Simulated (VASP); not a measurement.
An input for Quantum ESPRESSO's pw.x (written as the equivalent of a VASP run, and not itself run):

```
&CONTROL
  calculation = 'scf'
  pseudo_dir = './pseudo'
  outdir = './out'
  tprnfor = .true.
  tstress = .true.
/
&SYSTEM
  ibrav = 0
  nat = 1
  ntyp = 1
  ecutwfc = 84
  occupations = 'smearing'
  smearing = 'methfessel-paxton'
  degauss = 0.00735
  input_dft = 'vdw-df-obk8'
/
&ELECTRONS
  conv_thr = 7.3e-09
  electron_maxstep = 100
/
ATOMIC_SPECIES
  V 50.941 V.upf
CELL_PARAMETERS angstrom
    -1.4914522    1.4914522    1.4914522
     1.4914522   -1.4914522    1.4914522
     1.4914522    1.4914522   -1.4914522
ATOMIC_POSITIONS crystal
  V    0.0000000  0.0000000  0.0000000
K_POINTS automatic
  17 17 17 0 0 0
```

Problem. Translate this input to VASP (INCAR, KPOINTS, POSCAR, choice of POTCAR).

Solution. One answer among several that fit: 
**KPOINTS**
```
Automatic mesh
0
Gamma
17 17 17
0 0 0
```

### INCAR
```
SYSTEM = V
PREC = Accurate
ENCUT = 520
EDIFF = 1E-7
NELM = 100
ALGO = Normal
LREAL = .FALSE.
LASPH = .TRUE.
ISMEAR = 1
SIGMA = 0.1
GGA = BO
PARAM1 = 0.1833333333
PARAM2 = 0.22
LUSE_VDW = .TRUE.
AGGAC = 0.0
LMAXMIX = 4
LWAVE = .FALSE.
LCHARG = .FALSE.
ISIF = 2
```

POSCAR:
```
V
1
   -1.4914521549     1.4914521549     1.4914521549
    1.4914521549    -1.4914521549     1.4914521549
    1.4914521549     1.4914521549    -1.4914521549
V
1
Direct
  0.0000000000   0.0000000000   0.0000000000
```

POTCAR, in this order: V_sv (PBE.64 set). Program: vasp_std.

What does not carry over: the potentials are each code's own (VASP's PAW set, PseudoDojo norm-conserving files in pw.x), so ENCUT and ecutwfc are chosen apart and not converted; conv_thr bounds pw.x's estimated SCF error, while EDIFF bounds the energy change between steps.

The compound is V in the bcc structure. It was relaxed first.
